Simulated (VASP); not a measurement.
The system is Ir.

```
Ir
1.0
     0.00000    1.91729    1.91729
     1.91729    0.00000    1.91729
     1.91729    1.91729    0.00000
Ir
1
Direct
  0.00000 0.00000 0.00000
```

Base run:

* Program: VASP 6.6.1
* Functional: r2SCAN
* Potentials or basis: VASP PAW PBE potentials, release 64 (Ir)
* Cutoff: 520 eV
* k mesh: 16 × 16 × 16
* Occupations: methfessel-paxton, width 0.1 eV
* Spin: no spin polarisation

Its results: pressure 5.7 GPa.

Problem. The run is repeated on the same cell with these changes: functional from r2SCAN to LDA; potentials or basis from VASP PAW PBE potentials, release 64 (Ir) to VASP PAW LDA potentials, release 64 (Ir). What comes out?

Solution. Pressure -4.5 GPa.

Caveats: the PAW data sets were made with another functional, which shifts forces and pressure a little (some runs).
